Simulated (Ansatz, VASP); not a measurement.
## YbN: VASP beside Ansatz

```xyz
4
Lattice="2.9097 0.0000 0.0000 0.0000 2.9097 0.0000 0.0000 0.0000 5.8193" Properties=species:S:1:pos:R:3 pbc="T T T"
Yb    0.0000    0.0000    0.0000
Yb    0.0000    0.0000    2.9097
N     1.4548    1.4548    1.4548
N     1.4548    1.4548    4.3645
```

The cell comes from a database or a generator and needn't be the stable form of this composition.

Alike in both runs: task single point; functional LDA; k mesh 6 × 6 × 3; occupations gaussian, width 0.05 eV; collinear spin, antiferromagnetic start; Hubbard terms Yb f U = 5 eV.

|  | VASP | Ansatz |
| --- | --- | --- |
| version | VASP 6.6.1 | Ansatz 0.2.0 |
| potentials or method | VASP PAW PBE potentials, release 64 (Yb, N) | Ansatz PAW |
| plane-wave cutoff (eV) | 520 | 420 |
| valence electrons in the cell | 58 | 58 |

```tsv
	VASP	Ansatz	Ansatz less VASP
gap on the k mesh at the Fermi level (eV)	none	none	-
pressure (GPa)	-5.6	-2.0	+3.61
largest component of the traceless stress (GPa)	0.05	0.40	+0.344
net moment per atom (μB)	0.00	0.00	0.000
size of the moment on the site where the two differ most (μB)	0.53	0.44	-0.089
```

Site moments also hang on the region over which each program counts them. The programs project onto different local orbitals, so the same U acts differently. A gap of «none» marks a metal or a gap that the smearing closes.

Caveats: spin-orbit coupling is left out, which moves the levels of the heavy elements; the PAW data sets were made with another functional, which shifts forces and pressure a little (VASP); the magnetic or orbital state may not be the lowest (Ansatz); the pressure holds a Pulay correction of +0.5 GPa for the finite cutoff (Ansatz); the PAW data sets come from PBE, with cores solved anew for the run's functional, which leaves a small shift of forces and pressure (Ansatz). The state reached can hang on the start; a lower one may exist.
